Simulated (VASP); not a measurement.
# Be3Te2Se (P6_3mc) in VASP: notebook

The runs below take Be3Te2Se through relaxation of cell and atoms, single point, with PBE, r2SCAN.

Program: VASP 6.6.1. These are calculated values, not measurements. Logs are shortened: lines on timing, memory, paths and dates and some standing lists are left out, and cuts for length are marked.

## 1. Starting point

It takes space group P6_3mc (No. 186, hexagonal). Conventional cell: a = 3.889 Å, b = 3.889 Å, c = 19.223 Å, α = 90.00°, β = 90.00°, γ = 120.00°. Be (site symmetry 3m) is surrounded by 1 Se at 2.25 Å and 3 Te at 2.42 Å. Be (site symmetry 3m) is surrounded by 4 Te at 2.41 to 2.45 Å. Be (site symmetry 3m) is surrounded by 3 Se at 2.35 Å and 1 Te at 2.47 Å. Around Te (site symmetry 3m) lie 4 Be at 2.42 to 2.45 Å. Te (site symmetry 3m) is surrounded by 4 Be at 2.41 to 2.47 Å. Se (site symmetry 3m) is surrounded by 4 Be at 2.25 to 2.35 Å.

The cell was built by a generator and needn't be a form met in nature.

## 2. Relaxation of cell and atoms, PBE

INCAR reads:

```
SYSTEM = Be3Te2Se
  ALGO = Normal
  EDIFF = 1E-7
  EDIFFG = -0.005
  ENCUT = 520
  GGA = PE
  IBRION = 2
  ISIF = 3
  ISMEAR = 0
  KPAR = 8
  LASPH = .TRUE.
  LCHARG = .FALSE.
  LREAL = .FALSE.
  LWAVE = .FALSE.
  NELM = 120
  NSW = 60
  POTIM = 0.3
  PREC = Accurate
  SIGMA = 0.03
```

KPOINTS reads:

```
k-points
0
G
  8 8 2
  0 0 0
```

POSCAR reads:

```
Be3Te2Se                                
1.0
    3.8887490777     -0.0000000000      0.0000000000
   -1.9443745339      3.3677554924     -0.0000000000
   -0.0000000000      0.0000000000     19.2225865632
  Be              Te              Se            
     6     4     2
Direct
     0.3333333300000021    0.6666666699999979    0.1175313626586511
     0.3333333300000021    0.6666666699999979    0.7913211048660230
     0.6666666699999979    0.3333333300000021    0.9650757452694096
     0.6666666699999979    0.3333333300000021    0.6175313626586511
     0.3333333300000021    0.6666666699999979    0.4650757452694096
     0.6666666699999979    0.3333333300000021    0.2913211048660230
     0.3333333300000021    0.6666666699999979    0.6638886809545755
     0.6666666699999979    0.3333333300000021    0.8366886625496647
     0.3333333300000021    0.6666666699999979    0.3366886625496647
     0.6666666699999979    0.3333333300000021    0.1638886809545684
     0.3333333300000021    0.6666666699999979    0.0003578337016777
     0.6666666699999979    0.3333333300000021    0.5003578337016777
```

Potentials or basis: VASP PAW PBE potentials, release 64 (Be, Te, Se).

Command:

```sh
> cat potpaw_PBE.64/Be/POTCAR potpaw_PBE.64/Te/POTCAR potpaw_PBE.64/Se/POTCAR > POTCAR
> mpirun -np 8 vasp_std > vasp.out
```

OUTCAR:

```text
SYSTEM = Be3Te2Se
   EDIFF = 1E-7
   EDIFFG = -0.005
   ENCUT = 520
   GGA = PE
   IBRION = 2
   ISIF = 3
   ISMEAR = 0
   LASPH = .TRUE.
   LREAL = .FALSE.
   NELM = 120
   NSW = 60
   POTIM = 0.3
   PREC = Accurate

 ion  position               nearest neighbor table
   1  0.333  0.667  0.118-  11 2.25  10 2.42  10 2.42  10 2.42
   2  0.333  0.667  0.791-   8 2.41   8 2.41   8 2.41   7 2.45
   3  0.667  0.333  0.965-  11 2.35  11 2.35  11 2.35   8 2.47
   4  0.667  0.333  0.618-  12 2.25   7 2.42   7 2.42   7 2.42
   5  0.333  0.667  0.465-  12 2.35  12 2.35  12 2.35   9 2.47
   6  0.667  0.333  0.291-   9 2.41   9 2.41   9 2.41  10 2.45
   7  0.333  0.667  0.664-   4 2.42   4 2.42   4 2.42   2 2.45
   8  0.667  0.333  0.837-   2 2.41   2 2.41   2 2.41   3 2.47
   9  0.333  0.667  0.337-   6 2.41   6 2.41   6 2.41   5 2.47
  10  0.667  0.333  0.164-   1 2.42   1 2.42   1 2.42   6 2.45
  11  0.333  0.667  0.000-   1 2.25   3 2.35   3 2.35   3 2.35
  12  0.667  0.333  0.500-   4 2.25   5 2.35   5 2.35   5 2.35

  LATTYP: Found a hexagonal cell.
 ALAT       =     3.8887490777
 C/A-ratio  =     4.9431285432

  Lattice vectors:

 A1 = (   3.8887490777,   0.0000000000,   0.0000000000)
 A2 = (  -1.9443745339,   3.3677554924,   0.0000000000)
 A3 = (   0.0000000000,   0.0000000000,  19.2225865632)

Analysis of symmetry for initial positions (statically):
=====================================================================
 Subroutine PRICEL returns:
 Original cell was already a primitive cell.

 Routine SETGRP: Setting up the symmetry group for a
 hexagonal supercell.

 Subroutine GETGRP returns: Found 12 space group operations
 (whereof  6 operations were pure point group operations)
 out of a pool of 24 trial point group operations.

The static configuration has the point symmetry C_3v.
 The point group associated with its full space group is C_6v.

Analysis of symmetry for dynamics (positions and initial velocities):
=====================================================================
 Subroutine PRICEL returns:
 Original cell was already a primitive cell.

 Routine SETGRP: Setting up the symmetry group for a
 hexagonal supercell.

 Subroutine GETGRP returns: Found 12 space group operations
 (whereof  6 operations were pure point group operations)
 out of a pool of 24 trial point group operations.

The dynamic configuration has the point symmetry C_3v.
[... 103 lines left out ...]
   NGX,Y,Z   is equivalent  to a cutoff of  12.83, 12.83, 12.45 a.u.
   NGXF,Y,Z  is equivalent  to a cutoff of  25.65, 25.65, 24.91 a.u.
 SYSTEM =  Be3Te2Se
   PREC   = accura    normal or accurate (medium, high low for compatibility)
   ISTART =      0    job   : 0-new  1-cont  2-samecut
   ICHARG =      2    charge: 1-file 2-atom 10-const
   ISPIN  =      1    spin polarized calculation?
   LNONCOLLINEAR =      F non collinear calculations
   LSORBIT =      F    spin-orbit coupling
   LASPH  =      T    aspherical Exc in radial PAW
   ENCUT  =  520.0 eV  38.22 Ry    6.18 a.u.   7.23  7.23 35.74*2*pi/ulx,y,z
   NELM   =    120;   NELMIN=  2; NELMDL= -5     # of ELM steps
   EDIFF  = 0.1E-06   stopping-criterion for ELM
   LREAL  =      F    real-space projection
   EDIFFG = -.5E-02   stopping-criterion for IOM
   NSW    =     60    number of steps for IOM
   IBRION =      2    ionic relax: 0-MD 1-quasi-New 2-CG
   NFREE  =      1    steps in history (QN), initial steepest desc. (CG)
   ISIF   =      3    stress and relaxation
   ISYM   =      2    0-nonsym 1-usesym 2-fastsym
   POTIM  = 0.3000    time-step for ionic-motion
   TEBEG  =    0.0;   TEEND  =   0.0 temperature during run
   PSTRESS=    0.0 pullay stress
   NELECT =      48.0000    total number of electrons
   NUPDOWN=      -1.0000    fix difference up-down
   EMIN   =  10.00;   EMAX   =-10.00  energy-range for DOS
   EFERMI =   0.00;   METHOD = LEGACY
   ISMEAR =     0;   SIGMA  =   0.03  broadening in eV -4-tet -1-fermi 0-gaus
   EFERMI_NEDOS =   21; number of points for ismear=-14 and -15
   IALGO  =     38    algorithm
   IMIX   =      4    mixing-type and parameters
     AMIX     =   0.40;   BMIX     =  1.00
     AMIX_MAG =   1.60;   BMIX_MAG =  1.00
  volume/ion in A,a.u.               =      20.98       141.57
  Fermi-wavevector in a.u.,A,eV,Ry     =   0.942254  1.780601 12.079822  0.887842
  Thomas-Fermi vector in A             =   2.069845
   LORBIT       =      0    0 simple, 1 ext, 2 COOP (PROOUT), +10 PAW based schemes
   GGA     = PE    functional components
   LHFCALC =     F    Hartree Fock is set to
   AEXX    =    0.0000 exact exchange contribution
   IVDW    =     0    specifies the selected vdW correction
   LEPSILON=     F    determine dielectric tensor
   LRPA    =     F    only Hartree local field effects (RPA)
 conjugate gradient relaxation of ions
 non-spin polarized calculation
 Gauss-broadening in eV      SIGMA  =   0.03
  energy-cutoff  :      520.00
  volume of cell :      251.75
 maximum number of plane-waves:      6809
 NGX is ok and might be reduce to    30
   NGX = 15   NGY = 15   NGZ = 71

--------------------------------------- Ionic step        1  -------------------------------------------

 number of electron      47.9999996 magnetization

 Free energy of the ion-electron system (eV)
  ---------------------------------------------------
  ext. energy  EPLUGINS =         0.00000000
  ---------------------------------------------------
  free energy    TOTEN  =       -47.70383396 eV

  energy without entropy =      -47.70383396  energy(sigma->0) =      -47.70383396

------------------------ aborting loop because EDIFF is reached ----------------------------------------

  FORCE on cell =-STRESS in cart. coord.  units (eV):
  Direction    XX          YY          ZZ          XY          YZ          ZX
  --------------------------------------------------------------------------------------
  -------------------------------------------------------------------------------------
  Total       -0.0063313     -0.0063313     -0.0367793     -0.0000000      0.0000000      0.0000000
  in kB       -0.0402939     -0.0402939     -0.2340732     -0.0000000      0.0000000      0.0000000
  external PRESSURE =      -0.1048870 kB  Pullay stress =       0.0000000 kB
[... 79 lines left out ...]
--------------------------------------- Ionic step        3  -------------------------------------------

 number of electron      47.9999996 magnetization

 Free energy of the ion-electron system (eV)
  ---------------------------------------------------
  ext. energy  EPLUGINS =         0.00000000
  ---------------------------------------------------
  free energy    TOTEN  =       -47.70385370 eV

  energy without entropy =      -47.70385370  energy(sigma->0) =      -47.70385370

 E-fermi :   4.9100     XC(G=0):  -9.0796

 val. band max:        4.7760525805   @ k =   0.0000   0.0000   0.0000
 cond. band min:       6.8173925706   @ k =   0.5000   0.0000   0.0000
 fundamental gap:      2.0413399901
 Fermi energy:         4.9100429793

 k-point     1 :       0.0000    0.0000    0.0000
  band No.  band energies     occupation
      1      -8.9394      2.00000
      2      -8.9253      2.00000
      3      -7.4799      2.00000
      4      -7.3273      2.00000
      5      -6.8695      2.00000
      6      -6.6910      2.00000
[... 708 lines left out ...]
  FREE ENERGIE OF THE ION-ELECTRON SYSTEM (eV)
  ---------------------------------------------------
  free  energy   TOTEN  =       -47.7038537040 eV

  energy  without entropy=      -47.7038537040  energy(sigma->0) =      -47.70385370

 reached required accuracy - stopping structural energy minimisation
```

OSZICAR:

```text
N       E                     dE             d eps       ncg     rms          rms(c)
DAV:   1     0.209355291316E+03    0.20936E+03   -0.18158E+04  1240   0.127E+03
DAV:   2    -0.280946586708E+02   -0.23745E+03   -0.22672E+03  1609   0.194E+02
DAV:   3    -0.479610560666E+02   -0.19866E+02   -0.19722E+02  1576   0.656E+01
DAV:   4    -0.484550017184E+02   -0.49395E+00   -0.49243E+00  1537   0.117E+01
[... 22 lines left out ...]
DAV:   6    -0.477038490135E+02   -0.69245E-07   -0.21393E-08   893   0.822E-04
   2 F= -.47703849E+02 E0= -.47703849E+02  d E =-.150576E-04
       N       E                     dE             d eps       ncg     rms          rms(c)
DAV:   1    -0.477038538822E+02   -0.49380E-05   -0.93435E-05  1359   0.403E-02    0.657E-03
DAV:   2    -0.477038537507E+02    0.13149E-06   -0.58254E-06  1506   0.106E-02    0.282E-03
DAV:   3    -0.477038537040E+02    0.46683E-07   -0.35711E-07  1306   0.270E-03
   3 F= -.47703854E+02 E0= -.47703854E+02  d E =-.197482E-04
```

CONTCAR:

```text
Be3Te2Se
   1.00000000000000
     3.8886557822735717   -0.0000000000001371    0.0000000000000000
    -1.9443278861870235    3.3676746961905688    0.0000000000000000
     0.0000000000000000    0.0000000000000000   19.2199075503258747
  Be              Te              Se
     6     4     2
Direct
     0.3333333300000021    0.6666666699999979    0.1175151944522245
     0.3333333300000021    0.6666666699999979    0.7913399148310857
     0.6666666699999979    0.3333333300000021    0.9650726814368997
     0.6666666699999979    0.3333333300000021    0.6175151944522245
     0.3333333300000021    0.6666666699999979    0.4650726814368997
     0.6666666699999979    0.3333333300000021    0.2913399148310857
     0.3333333300000021    0.6666666699999979    0.6638699553269206
     0.6666666699999979    0.3333333300000021    0.8366869915975932
     0.3333333300000021    0.6666666699999979    0.3366869915975931
     0.6666666699999979    0.3333333300000021    0.1638699553269136
     0.3333333300000021    0.6666666699999979    0.0003786523552778
     0.6666666699999979    0.3333333300000021    0.5003786523552778

  0.00000000E+00  0.00000000E+00  0.00000000E+00
  0.00000000E+00  0.00000000E+00  0.00000000E+00
  0.00000000E+00  0.00000000E+00  0.00000000E+00
  0.00000000E+00  0.00000000E+00  0.00000000E+00
  0.00000000E+00  0.00000000E+00  0.00000000E+00
  0.00000000E+00  0.00000000E+00  0.00000000E+00
  0.00000000E+00  0.00000000E+00  0.00000000E+00
  0.00000000E+00  0.00000000E+00  0.00000000E+00
  0.00000000E+00  0.00000000E+00  0.00000000E+00
  0.00000000E+00  0.00000000E+00  0.00000000E+00
  0.00000000E+00  0.00000000E+00  0.00000000E+00
  0.00000000E+00  0.00000000E+00  0.00000000E+00
```

It took 74 s on 8 MPI ranks of Intel Xeon Platinum 8559C (Emerald Rapids), shared host; peak memory 0.48 GiB.

What came out:

```yaml
Free_energy: -47.7039 eV
Relaxed_volume: 20.97 Å³/atom
Relaxed_cell: a = 3.889 Å, b = 3.889 Å, c = 19.220 Å, α = 90.00°, β = 90.00°, γ = 120.00°
Space_group_after_relaxing_to_0.05_Å: P6_3mc (No. 186)
Energy_gained_by_relaxing: 0.0 meV/atom
Ionic_steps: 3
Pressure_after_relaxing: 0.0 GPa
Largest_force_after_relaxing: 0.004 eV/Å
Band_gap_on_the_k_mesh: 2.04 eV, indirect (least direct gap 2.08 eV)
```

Forces in eV/Å, atoms in the order of the input:
```
Be   0.000  0.000 -0.003
Be   0.000  0.000  0.004
Be   0.000  0.000  0.001
Be   0.000  0.000 -0.003
Be   0.000  0.000  0.001
Be   0.000  0.000  0.004
Te   0.000  0.000 -0.004
Te   0.000  0.000  0.000
Te   0.000  0.000  0.000
Te   0.000  0.000 -0.004
Se   0.000  0.000  0.002
Se   0.000  0.000  0.002
```

Final structure:
```yaml
crystal:
  lattice:
    - [3.88866, 0.00000, 0.00000]
    - [-1.94433, 3.36767, 0.00000]
    - [0.00000, 0.00000, 19.21991]
  atoms:
    - { symbol: Be, position: [0.33333, 0.66667, 0.11752] }
    - { symbol: Be, position: [0.33333, 0.66667, 0.79134] }
    - { symbol: Be, position: [0.66667, 0.33333, 0.96507] }
    - { symbol: Be, position: [0.66667, 0.33333, 0.61752] }
    - { symbol: Be, position: [0.33333, 0.66667, 0.46507] }
    - { symbol: Be, position: [0.66667, 0.33333, 0.29134] }
    - { symbol: Te, position: [0.33333, 0.66667, 0.66387] }
    - { symbol: Te, position: [0.66667, 0.33333, 0.83669] }
    - { symbol: Te, position: [0.33333, 0.66667, 0.33669] }
    - { symbol: Te, position: [0.66667, 0.33333, 0.16387] }
    - { symbol: Se, position: [0.33333, 0.66667, 0.00038] }
    - { symbol: Se, position: [0.66667, 0.33333, 0.50038] }
```

Levels at points of the mesh, in eV from the valence-band top:
```
           k point  band 20  band 21  band 22  band 23  band 24  band 25  band 26  band 27  band 28  band 29
(0.00, 0.00, 0.00)    -0.54    -0.16    -0.16     0.00     0.00     2.08     2.34     3.39     3.51     3.51
(0.50, 0.00, 0.00)    -2.28    -1.99    -1.86    -1.60    -1.31     2.04     2.35     2.45     2.59     2.65
(0.00, 0.00, 0.50)    -0.69    -0.07    -0.07    -0.07    -0.07     2.25     2.25     3.43     3.43     3.62
(0.50, 0.00, 0.50)    -2.17    -2.16    -2.16    -1.43    -1.43     2.20     2.20     2.56     2.56     3.10
```

Caveat: spin-orbit coupling is left out, which moves the levels of the heavy elements. A k mesh can miss the band edges.

## 3. Single point, r2SCAN

INCAR reads:

```
PREC = Accurate ; ENCUT = 520
EDIFF = 1E-6 ; ISMEAR = 0
SIGMA = 0.03 ; LREAL = False
LASPH = True ; NELM = 150
ALGO = Normal ; ISIF = 2
LWAVE = False ; LCHARG = False
METAGGA = R2SCAN ; LMIXTAU = True
KPAR = 8
```

KPOINTS reads:

```
Automatic mesh
0
Gamma
  8 8 2
```

POSCAR reads:

```
Be3Te2Se                                
1.0
    3.8886557823     -0.0000000000      0.0000000000
   -1.9443278862      3.3676746962      0.0000000000
    0.0000000000      0.0000000000     19.2199075503
  Be              Te              Se            
     6     4     2
Direct
     0.3333333300000021    0.6666666699999979    0.1175151944522245
     0.3333333300000021    0.6666666699999979    0.7913399148310857
     0.6666666699999979    0.3333333300000021    0.9650726814368997
     0.6666666699999979    0.3333333300000021    0.6175151944522245
     0.3333333300000021    0.6666666699999979    0.4650726814368997
     0.6666666699999979    0.3333333300000021    0.2913399148310857
     0.3333333300000021    0.6666666699999979    0.6638699553269206
     0.6666666699999979    0.3333333300000021    0.8366869915975932
     0.3333333300000021    0.6666666699999979    0.3366869915975931
     0.6666666699999979    0.3333333300000021    0.1638699553269136
     0.3333333300000021    0.6666666699999979    0.0003786523552778
     0.6666666699999979    0.3333333300000021    0.5003786523552778
```

Potentials or basis: VASP PAW PBE potentials, release 64 (Be, Te, Se).

Command:

```sh
> cat potpaw_PBE.64/Be/POTCAR potpaw_PBE.64/Te/POTCAR potpaw_PBE.64/Se/POTCAR > POTCAR
> mpirun -np 8 vasp_std > vasp.out
```

Run time: 3.9 min. Hardware: 8 MPI ranks of Intel Xeon Platinum 8559C (Emerald Rapids), shared host; peak memory 0.52 GiB.

Results (log left out):

```yaml
Free_energy: -163.2223 eV
Pressure: -0.3 GPa
Largest_force: 0.025 eV/Å
Band_gap_on_the_k_mesh: 2.42 eV, indirect (least direct gap 2.57 eV)
```

Forces on the atoms (eV/Å):
```
Be   0.000  0.000 -0.025
Be   0.000  0.000  0.008
Be   0.000  0.000 -0.008
Be   0.000  0.000 -0.025
Be   0.000  0.000 -0.008
Be   0.000  0.000  0.008
Te   0.000  0.000 -0.003
Te   0.000  0.000  0.010
Te   0.000  0.000  0.010
Te   0.000  0.000 -0.003
Se   0.000  0.000  0.018
Se   0.000  0.000  0.018
```

Levels at points of the mesh, in eV from the valence-band top:
```
           k point  band 22  band 23  band 24  band 25  band 26  band 27
(0.00, 0.00, 0.00)    -0.16     0.00     0.00     2.57     2.83     3.89
(0.50, 0.00, 0.00)    -1.94    -1.65    -1.36     2.42     2.75     2.84
(0.00, 0.00, 0.50)    -0.07    -0.07    -0.07     2.74     2.74     3.93
(0.50, 0.00, 0.50)    -2.23    -1.48    -1.48     2.58     2.58     2.95
```

Caveat: the PAW data sets were made with another functional, which shifts forces and pressure a little; spin-orbit coupling is left out, which moves the levels of the heavy elements. A k mesh can miss the band edges.
